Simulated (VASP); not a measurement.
Calculation: PBE0 hybrid, VASP's PBE PAW potentials (set 64) (plane waves; VASP).

VASP input:

### INCAR
```
SYSTEM=BN
PREC=Accurate; ENCUT=520; LREAL=.FALSE.
LASPH=.TRUE.; ISYM=3
EDIFF=1E-6; NELM=60; ALGO=Normal
ISMEAR=0; SIGMA=0.05
GGA=PE; LHFCALC=.TRUE.; AEXX=0.25
HFRCUT=-1; PRECFOCK=Fast
ISIF=2
LWAVE=.FALSE.; LCHARG=.FALSE.
```

POSCAR:
```
BN
1
    0.0000000000     1.7944061052     1.7944061052
    1.7944061052     0.0000000000     1.7944061052
    1.7944061052     1.7944061052     0.0000000000
B N
1 1
Direct
  0.0000000000   0.0000000000   0.0000000000
  0.2500000000   0.2500000000   0.2500000000
```

KPOINTS:
```
Automatic mesh
0
G
  10 10 10
0 0 0
```

POTCAR, in this order: B N (PBE.64 set). Program: vasp_std. Read from the step before: WAVECAR.

The resulting files:

File OSZICAR:
```
       N       E                     dE             d eps       ncg     rms          rms(c)
DAV:   1    -0.212756490694E+02   -0.21276E+02   -0.26967E-01  1048   0.565E+00    0.469E-01
DAV:   2    -0.212768061190E+02   -0.11570E-02   -0.19742E-03  1024   0.495E-01    0.300E-01
DAV:   3    -0.212763158067E+02    0.49031E-03   -0.51037E-04   904   0.190E-01    0.171E-01
DAV:   4    -0.212761977337E+02    0.11807E-03   -0.15037E-04   840   0.104E-01    0.969E-02
DAV:   5    -0.212761622876E+02    0.35446E-04   -0.28581E-05   872   0.537E-02    0.533E-02
DAV:   6    -0.212761514084E+02    0.10879E-04   -0.81686E-06   896   0.302E-02    0.288E-02
DAV:   7    -0.212761482872E+02    0.31212E-05   -0.20234E-06   816   0.157E-02    0.158E-02
DAV:   8    -0.212761473479E+02    0.93933E-06   -0.47613E-07   392   0.800E-03
   1 F= -.21276147E+02 E0= -.21276147E+02  d E =-.664890E-15
```

**OUTCAR**
```
------------------------ aborting loop because EDIFF is reached ----------------------------------------
  FORCE on cell =-STRESS in cart. coord.  units (eV):
  Direction    XX          YY          ZZ          XY          YZ          ZX
  --------------------------------------------------------------------------------------
  Total        0.2288338      0.2288338      0.2288338     -0.0000000     -0.0000000      0.0000000
  in kB       31.7277002     31.7277002     31.7277002     -0.0000000     -0.0000000      0.0000000
  external PRESSURE =      31.7277002 kB  Pullay stress =       0.0000000 kB
  volume of cell :       11.56
      direct lattice vectors                 reciprocal lattice vectors
     0.000000000  1.794406105  1.794406105    -0.278643724  0.278643724  0.278643724
     1.794406105  0.000000000  1.794406105     0.278643724 -0.278643724  0.278643724
     1.794406105  1.794406105  0.000000000     0.278643724  0.278643724 -0.278643724
  FREE ENERGIE OF THE ION-ELECTRON SYSTEM (eV)
  ---------------------------------------------------
  free  energy   TOTEN  =       -21.2761473479 eV

  energy  without entropy=      -21.2761473479  energy(sigma->0) =      -21.27614735

  exchange ACFDT corr.  =         0.00000000  see jH, gK, PRB 81, 115126
```
(Selected blocks of OUTCAR.)

The compound is BN in the zinc blende structure. This cell is one point of a volume scan, at 0.97 of the reference volume. The cell's shape comes from a PBE relaxation.
